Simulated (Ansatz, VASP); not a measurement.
# K2Be2O3 (K2Be2O3 (P2_1/c)) in two plane-wave programs

Wanted: the spread between two codes on one cell, functional and k mesh. Valence electrons are named where the data sets of a main pair hold unlike numbers.

Calculated with Ansatz 0.2.0; plane waves, with VASP 6.6.1 beside it; single point at PBEsol.

## (1) Set-up

The cell holds 56 atoms: 16 K, 16 Be and 24 O. Cell: a = 12.508 Å, b = 10.097 Å, c = 12.508 Å, α = 129.6°, β = 99.9°, γ = 112.9°. It derives from K2Be2O3 (K2Be2O3 (P2_1/c)).

## (2) VASP: single point, PBEsol

A single point gives forces, pressure and levels at one fixed geometry, so differences don't come from the geometry; what else differs is listed under the comparison.

Lines of VASP's logs that name or quote its potential files are left out, and so is its time.

INCAR reads:

```
SYSTEM = K2Be2O3
PREC = Normal
ENCUT = 400
EDIFF = 1E-05
NELM = 120
ISMEAR = 0
SIGMA = 0.05
LREAL = Auto
ALGO = Fast
GGA = PS
LORBIT = 11
LWAVE = .FALSE.
LCHARG = .FALSE.
NCORE = 4
```

POSCAR reads:

```
K2Be2O3
1.0
   -7.6745844038      8.0478789427      5.7262156591
    2.2011037902     -8.0478789427      5.6871625837
    7.6745844038      8.0478789427     -5.7262156591
K Be O
16 16 24
Direct
    0.6383794826      0.5715893776      0.2831699985
    0.1383794827      0.0715893776      0.2831699985
    0.1383794827      0.5715893776      0.7831699986
    0.6383794826      0.0715893776      0.7831699985
    0.2884193790      0.3215893776      0.1832098949
    0.7884193791      0.8215893776      0.1832098949
    0.7884193790      0.3215893776      0.6832098949
    0.2884193790      0.8215893776      0.6832098949
    0.7115806209      0.6784106224      0.8167901050
    0.2115806209      0.1784106224      0.8167901050
    0.2115806209      0.6784106224      0.3167901050
    0.7115806209      0.1784106224      0.3167901050
    0.3616205173      0.4284106224      0.7168300014
    0.8616205173      0.9284106224      0.7168300014
    0.8616205174      0.4284106224      0.2168300015
    0.3616205173      0.9284106224      0.2168300014
    0.5078979550      0.4042355150      0.4074004010
    0.0078979550      0.9042355150      0.4074004010
    0.0078979550      0.4042355150      0.9074004010
    0.5078979550      0.9042355150      0.9074004010
    0.5031648860      0.8457644850      0.3536624400
    0.0031648860      0.3457644850      0.3536624400
    0.0031648860      0.8457644850      0.8536624400
    0.5031648860      0.3457644850      0.8536624400
    0.4968351140      0.1542355150      0.6463375600
    0.9968351139      0.6542355150      0.6463375599
    0.9968351140      0.1542355150      0.1463375599
    0.4968351140      0.6542355150      0.1463375599
    0.4921020449      0.5957644850      0.5925995989
    0.9921020450      0.0957644850      0.5925995989
    0.9921020449      0.5957644850      0.0925995989
    0.4921020449      0.0957644850      0.0925995989
    0.5000000000      0.2500000000      0.2500000000
    0.0000000000      0.7500000000      0.2500000000
    0.0000000000      0.2500000000      0.7500000000
    0.5000000000      0.7500000000      0.7500000000
    0.0000000000      0.0000000000      0.0000000000
    0.5000000000      0.5000000000      0.0000000000
    0.5000000000      0.0000000000      0.5000000000
    0.0000000000      0.5000000000      0.5000000000
    0.8722088214      0.5937164622      0.6675413851
    0.3722088213      0.0937164622      0.6675413851
    0.3722088213      0.5937164622      0.1675413851
    0.8722088213      0.0937164622      0.1675413851
    0.5738249228      0.6562835377      0.5284923591
    0.0738249229      0.1562835378      0.5284923591
    0.0738249229      0.6562835377      0.0284923591
    0.5738249228      0.1562835377      0.0284923591
    0.4261750771      0.3437164622      0.4715076409
    0.9261750772      0.8437164622      0.4715076409
    0.9261750772      0.3437164623      0.9715076409
    0.4261750772      0.8437164622      0.9715076409
    0.1277911786      0.4062835377      0.3324586149
    0.6277911786      0.9062835377      0.3324586149
    0.6277911786      0.4062835377      0.8324586149
    0.1277911786      0.9062835377      0.8324586149
```

KPOINTS reads:

```
Automatic mesh
0
Gamma
2 2 2
0 0 0
```

Potentials, in the order of the species: K_pv, Be and O (PBE family, release 64).

The run is started by

```bash
> mpirun -np 4 vasp_std
```

Numbers of over 12 decimals in the logs are rounded to 6 here.

Log:

```text
[banner, memory and clock lines left out]
running    4 mpi-ranks, on    1 nodes
[...]
|                                                                             |
|               ----> ADVICE to this user running VASP <----                  |
|                                                                             |
|     You enforced a specific xc type in the INCAR file but a different       |
|     [... a line on the potential file left out ...]
|     I HOPE YOU KNOW WHAT YOU ARE DOING!                                     |
|                                                                             |

 LDA part: xc-table for (Slater+PW92), standard interpolation
 POSCAR, INCAR and KPOINTS ok, starting setup
[...]
entering main loop
       N       E                     dE             d eps       ncg     rms          rms(c)
DAV:   1     0.242760139727E+04    0.24276E+04   -0.10989E+05  2076   0.126E+03
DAV:   2    -0.522755741493E+02   -0.24799E+04   -0.23763E+04  2548   0.362E+02
DAV:   3    -0.374368399666E+03   -0.32209E+03   -0.32023E+03  2360   0.135E+02
DAV:   4    -0.382936035024E+03   -0.85676E+01   -0.85182E+01  2328   0.251E+01
[...]
RMM:  15    -0.323338909031E+03    0.58265E-04   -0.23885E-04  2242   0.397E-02    0.198E-02
RMM:  16    -0.323338916045E+03   -0.70141E-05   -0.19203E-04  2136   0.281E-02    0.128E-02
RMM:  17    -0.323338911589E+03    0.44564E-05   -0.19666E-05  1624   0.121E-02
   1 F= -.32333891E+03 E0= -.32333891E+03  d E =-.158587E-16
```

From OUTCAR (step 2):

```text
  Total      -12.8092934    -13.4788177    -14.8063929     -0.0000000     -0.0000000     -0.2778664
  in kB      -22.6671611    -23.8519428    -26.2012028     -0.0000000     -0.0000000     -0.4917088
  external PRESSURE =     -24.2401022 kB  Pullay stress =       0.0000000 kB

 POSITION                                       TOTAL-FORCE (eV/Angst)
 -----------------------------------------------------------------------------------
     -1.46796      2.81644      5.28473         0.003370      0.019114     -0.004084
      1.26878      2.81644     -0.42196         0.003370      0.019114     -0.004084
      6.20663      2.81644     -0.44149         0.003370      0.019114     -0.004084
      1.26878     10.86432     -0.42196         0.003370      0.019114     -0.004084
     -0.09959      1.20750      2.43138         0.003370     -0.019114     -0.004084
     -2.83633      1.20750      8.13807         0.003370     -0.019114     -0.004084
     -0.09959      9.25538      2.43138         0.003370     -0.019114     -0.004084
      4.83826      1.20750      2.41186         0.003370     -0.019114     -0.004084
      2.30069      6.84038      3.25578        -0.003370      0.019114      0.004084
      5.03743      6.84038     -2.45091        -0.003370      0.019114      0.004084
      2.30069     -1.20750      3.25578        -0.003370      0.019114      0.004084
     -2.63715      6.84038      3.27531        -0.003370      0.019114      0.004084
      3.66906      5.23144      0.40243        -0.003370     -0.019114      0.004084
      0.93232      5.23144      6.10912        -0.003370     -0.019114      0.004084
[...]
-----------------------------------------------------------------------------------
    total drift:                               -0.000014     -0.000036      0.000003

  FREE ENERGIE OF THE ION-ELECTRON SYSTEM (eV)
  ---------------------------------------------------
  free  energy   TOTEN  =      -323.3389115887 eV

  energy  without entropy=     -323.3389115887  energy(sigma->0) =     -323.33891159

[... 1 further part left out ...]
```

The gap is read on the k-mesh alone, so it is an upper bound where the band edges lie off the mesh. The PAW data sets were made with PBE, which is usual practice but a small mismatch for other functionals.

(Continued in part 2 of 2.)

[Lines on the potential files, build, host, timing and source positions are cut from VASP's logs without a mark.]

[Logs are printed without paths, hosts, clocks, repeated set-up lines and the standing remarks that a program may print on its own settings, such as how far it seeks lower states.]

[Hosts, paths, dates, database ids (printed as entryN), source tags and the programs' standing remarks are cut or masked in the printed files.]
